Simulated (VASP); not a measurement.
# FCBrH2 in VASP: reference runs

Reference runs on FCBrH2: the cell as given.

Program: VASP 6.6.1. These are calculated values, not measurements. Logs are shortened: lines on timing, memory, paths and dates and some standing lists are left out, and cuts for length are marked.

## (1) Starting point

The cell holds a molecule in a box, 5 atoms: a = 12.000 Å, b = 11.000 Å, c = 11.000 Å, α = 90.00°, β = 90.00°, γ = 90.00°.

## (2) Single point, PBE

INCAR

```
SYSTEM = H2CBrF
PREC = Accurate
ENCUT = 520
EDIFF = 1E-7
ISMEAR = 0
SIGMA = 0.01
LREAL = .FALSE.
LASPH = .TRUE.
NELM = 80
ALGO = Normal
ISIF = 2
LWAVE = .FALSE.
LCHARG = .TRUE.
GGA = PE
LELF = .TRUE.
LVHAR = .TRUE.
LVACPOTAV = .TRUE.
NBANDS = 18
```

KPOINTS

```
Automatic mesh
0
G
  1 1 1
  0 0 0
```

POSCAR

```
H2CBrF
1.0
   12.0000000000      0.0000000000      0.0000000000
    0.0000000000     11.0000000000      0.0000000000
    0.0000000000      0.0000000000     11.0000000000
F C Br H
1 1 1 2
Direct
    0.5890416700      0.5875590900      0.5079363600
    0.5443000000      0.4750681800      0.5000818200
    0.4030583300      0.4799954500      0.4153727300
    0.5991083300      0.4162590900      0.4476272700
    0.5276583300      0.4400863600      0.5908090900
```

Potentials or basis: VASP PAW PBE potentials, release 64 (F, C, Br, H).

Started as:

```console
$ cat potpaw_PBE.64/F/POTCAR potpaw_PBE.64/C/POTCAR potpaw_PBE.64/Br/POTCAR potpaw_PBE.64/H/POTCAR > POTCAR
$ mpirun -np 1 vasp_gam > vasp.out
```

OUTCAR:

```text
SYSTEM = H2CBrF
   PREC = Accurate
   ENCUT = 520
   EDIFF = 1E-7
   ISMEAR = 0
   LREAL = .FALSE.
   LASPH = .TRUE.
   NELM = 80
   ISIF = 2
   GGA = PE

 ion  position               nearest neighbor table
   1  0.589  0.588  0.508-   2 1.35
   2  0.544  0.475  0.500-   5 1.09   4 1.09   1 1.35   3 1.93
   3  0.403  0.480  0.415-   2 1.93
   4  0.599  0.416  0.448-   2 1.09
   5  0.528  0.440  0.591-   2 1.09

  LATTYP: Found a simple tetragonal cell.
 ALAT       =    11.0000000000
 C/A-ratio  =     1.0909090909

  Lattice vectors:

 A1 = (   0.0000000000,  11.0000000000,   0.0000000000)
 A2 = (   0.0000000000,   0.0000000000,  11.0000000000)
 A3 = (  12.0000000000,   0.0000000000,   0.0000000000)

Analysis of symmetry for initial positions (statically):
=====================================================================
 Subroutine PRICEL returns:
 Original cell was already a primitive cell.

 Routine SETGRP: Setting up the symmetry group for a
 simple tetragonal supercell.

 Subroutine GETGRP returns: Found  1 space group operations
 (whereof  1 operations were pure point group operations)
 out of a pool of 16 trial point group operations.

The static configuration has the point symmetry C_1 .

Analysis of symmetry for dynamics (positions and initial velocities):
=====================================================================
 Subroutine PRICEL returns:
 Original cell was already a primitive cell.

 Routine SETGRP: Setting up the symmetry group for a
 simple tetragonal supercell.

 Subroutine GETGRP returns: Found  1 space group operations
 (whereof  1 operations were pure point group operations)
 out of a pool of 16 trial point group operations.

The dynamic configuration has the point symmetry C_1 .

 Subroutine INISYM returns: Found  1 space group operations
 (whereof  1 operations are pure point group operations),
 and found     1 'primitive' translations

----------------------------------------------------------------------------------------

                                     Primitive cell

  volume of cell :    1452.0000

  direct lattice vectors                    reciprocal lattice vectors
    12.000000000  0.000000000  0.000000000     0.083333333  0.000000000  0.000000000
     0.000000000 11.000000000  0.000000000     0.000000000  0.090909091  0.000000000
     0.000000000  0.000000000 11.000000000     0.000000000  0.000000000  0.090909091

  length of vectors
    12.000000000 11.000000000 11.000000000     0.083333333  0.090909091  0.090909091

  position of ions in fractional coordinates (direct lattice)
     0.589041670  0.587559090  0.507936360
     0.544300000  0.475068180  0.500081820
     0.403058330  0.479995450  0.415372730
     0.599108330  0.416259090  0.447627270
     0.527658330  0.440086360  0.590809090

  ion indices of the primitive-cell ions
   primitive index   ion index
                 1           1
                 2           2
                 3           3
                 4           4
                 5           5

----------------------------------------------------------------------------------------

 KPOINTS: Automatic mesh

Automatic generation of k-mesh.
 Grid dimensions read from file:
 generate k-points for:    1    1    1

 Generating k-lattice:

  Cartesian coordinates                     Fractional coordinates (reciprocal lattice)
     0.083333333  0.000000000  0.000000000     1.000000000  0.000000000  0.000000000
     0.000000000  0.090909091  0.000000000     0.000000000  1.000000000  0.000000000
     0.000000000  0.000000000  0.090909091     0.000000000  0.000000000  1.000000000

  Length of vectors
     0.083333333  0.090909091  0.090909091

  Shift w.r.t. Gamma in fractional coordinates (k-lattice)
     0.000000000  0.000000000  0.000000000

 Subroutine IBZKPT returns following result:
 ===========================================

 Found      1 irreducible k-points:

 Following reciprocal coordinates:
            Coordinates               Weight
  0.000000  0.000000  0.000000      1.000000
   k-points           NKPTS =      1   k-points in BZ     NKDIM =      1   number of bands    NBANDS=     18
   number of dos      NEDOS =    301   number of ions     NIONS =      5
   total plane-waves  NPLWV = 635040
   dimension x,y,z NGX =    90 NGY =   84 NGZ =   84
   dimension x,y,z NGXF=   180 NGYF=  168 NGZF=  168
   ions per type =               1   1   1   2
   NGX,Y,Z   is equivalent  to a cutoff of  12.47, 12.70, 12.70 a.u.
   NGXF,Y,Z  is equivalent  to a cutoff of  24.94, 25.39, 25.39 a.u.
 SYSTEM =  H2CBrF
   PREC   = accura    normal or accurate (medium, high low for compatibility)
   ISTART =      0    job   : 0-new  1-cont  2-samecut
   ICHARG =      2    charge: 1-file 2-atom 10-const
   ISPIN  =      1    spin polarized calculation?
   LNONCOLLINEAR =      F non collinear calculations
   LSORBIT =      F    spin-orbit coupling
   LASPH  =      T    aspherical Exc in radial PAW
   ENCUT  =  520.0 eV  38.22 Ry    6.18 a.u.  22.31 20.45 20.45*2*pi/ulx,y,z
   NELM   =     80;   NELMIN=  2; NELMDL= -5     # of ELM steps
   EDIFF  = 0.1E-06   stopping-criterion for ELM
   LREAL  =      F    real-space projection
   EDIFFG = 0.1E-05   stopping-criterion for IOM
   NSW    =      0    number of steps for IOM
   IBRION =     -1    ionic relax: 0-MD 1-quasi-New 2-CG
   NFREE  =      0    steps in history (QN), initial steepest desc. (CG)
   ISIF   =      2    stress and relaxation
   ISYM   =      2    0-nonsym 1-usesym 2-fastsym
   POTIM  = 0.5000    time-step for ionic-motion
   TEBEG  =    0.0;   TEEND  =   0.0 temperature during run
   PSTRESS=    0.0 pullay stress
   NELECT =      20.0000    total number of electrons
   NUPDOWN=      -1.0000    fix difference up-down
   EMIN   =  10.00;   EMAX   =-10.00  energy-range for DOS
   EFERMI =   0.00;   METHOD = LEGACY
   ISMEAR =     0;   SIGMA  =   0.01  broadening in eV -4-tet -1-fermi 0-gaus
   EFERMI_NEDOS =   21; number of points for ismear=-14 and -15
   IALGO  =     38    algorithm
   IMIX   =      4    mixing-type and parameters
     AMIX     =   0.40;   BMIX     =  1.00
     AMIX_MAG =   1.60;   BMIX_MAG =  1.00
  volume/ion in A,a.u.               =     290.40      1959.72
  Fermi-wavevector in a.u.,A,eV,Ry     =   0.392430  0.741586  2.095319  0.154002
  Thomas-Fermi vector in A             =   1.335781
   LORBIT       =      0    0 simple, 1 ext, 2 COOP (PROOUT), +10 PAW based schemes
   GGA     = PE    functional components
   LHFCALC =     F    Hartree Fock is set to
   AEXX    =    0.0000 exact exchange contribution
   IVDW    =     0    specifies the selected vdW correction
   LEPSILON=     F    determine dielectric tensor
   LRPA    =     F    only Hartree local field effects (RPA)
 non-spin polarized calculation
 Gauss-broadening in eV      SIGMA  =   0.01
  energy-cutoff  :      520.00
  volume of cell :     1452.00
 maximum number of plane-waves:     19579
 NGX is ok and might be reduce to    90
   NGX = 45   NGY = 41   NGZ = 41

 number of electron      19.9999991 magnetization

 Free energy of the ion-electron system (eV)
  ---------------------------------------------------
  ext. energy  EPLUGINS =         0.00000000
  ---------------------------------------------------
  free energy    TOTEN  =       -21.87622108 eV

  energy without entropy =      -21.87622108  energy(sigma->0) =      -21.87622108

 E-fermi :  -6.6424     XC(G=0):  -0.7900

 val. band max:       -6.7070844786   @ k =   0.0000   0.0000   0.0000
 cond. band min:      -1.1607793662   @ k =   0.0000   0.0000   0.0000
 fundamental gap:      5.5463051124
 Fermi energy:        -6.6423838346

 k-point     1 :       0.0000    0.0000    0.0000
  band No.  band energies     occupation
      1     -30.8968      2.00000
      2     -20.5920      2.00000
      3     -16.8523      2.00000
      4     -12.8815      2.00000
      5     -12.7090      2.00000
      6     -11.6707      2.00000
      7      -8.8494      2.00000
      8      -8.5427      2.00000
      9      -7.0206      2.00000
     10      -6.7071      2.00000
     11      -1.1608      0.00000
     12      -0.4371      0.00000
     13       0.4324      0.00000
     14       0.6545      0.00000
     15       0.7574      0.00000
     16       0.8346      0.00000
     17       1.0653      0.00000
     18       1.1187      0.00000

------------------------ aborting loop because EDIFF is reached ----------------------------------------

  FORCE on cell =-STRESS in cart. coord.  units (eV):
  Direction    XX          YY          ZZ          XY          YZ          ZX
  --------------------------------------------------------------------------------------
  -------------------------------------------------------------------------------------
  Total        0.9066539      1.2829295      0.4268800      0.4715310      0.0925374      0.2496763
  in kB        1.0004272      1.4156202      0.4710313      0.5203005      0.1021084      0.2754998
  external PRESSURE =       0.9623596 kB  Pullay stress =       0.0000000 kB

 VOLUME and BASIS-vectors are now :
 -----------------------------------------------------------------------------
  energy-cutoff  :      520.00
  volume of cell :     1452.00
      direct lattice vectors                 reciprocal lattice vectors
    12.000000000  0.000000000  0.000000000     0.083333333  0.000000000  0.000000000
     0.000000000 11.000000000  0.000000000     0.000000000  0.090909091  0.000000000
     0.000000000  0.000000000 11.000000000     0.000000000  0.000000000  0.090909091

 POSITION                                       TOTAL-FORCE (eV/Angst)
 -----------------------------------------------------------------------------------
      7.06850      6.46315      5.58730         0.459089      0.995063      0.084144
      6.53160      5.22575      5.50090        -0.174737     -0.723156      0.025290
      4.83670      5.27995      4.56910        -0.376385     -0.013634     -0.203245
      7.18930      4.57885      4.92390         0.148634     -0.160413     -0.140971
      6.33190      4.84095      6.49890        -0.056602     -0.097860      0.234783
 -----------------------------------------------------------------------------------
    total drift:                                0.000155     -0.000153      0.000493

  FREE ENERGIE OF THE ION-ELECTRON SYSTEM (eV)
  ---------------------------------------------------
  free  energy   TOTEN  =       -21.8762210786 eV

  energy  without entropy=      -21.8762210786  energy(sigma->0) =      -21.87622108
```

Wall time 2.1 min (1 thread of AMD EPYC 7R43 (Zen 3), shared host); peak memory 0.99 GiB.

What came out:

| Item | Value |
| --- | --- |
| Free energy | -21.8762 eV |
| Largest force | 1.099 eV/Å |
| Gap between the frontier levels | 5.55 eV |

Forces in eV/Å, atoms in the order of the input:
```
F    0.459  0.995  0.084
C   -0.175 -0.723  0.025
Br  -0.376 -0.014 -0.203
H    0.149 -0.160 -0.141
H   -0.057 -0.098  0.235
```

Levels at points of the mesh, in eV from the valence-band top:
| k point | band 8 | band 9 | band 10 | band 11 | band 12 | band 13 |
| --- | --- | --- | --- | --- | --- | --- |
| (0.00, 0.00, 0.00) | -1.84 | -0.31 | 0.00 | 5.55 | 6.27 | 7.14 |
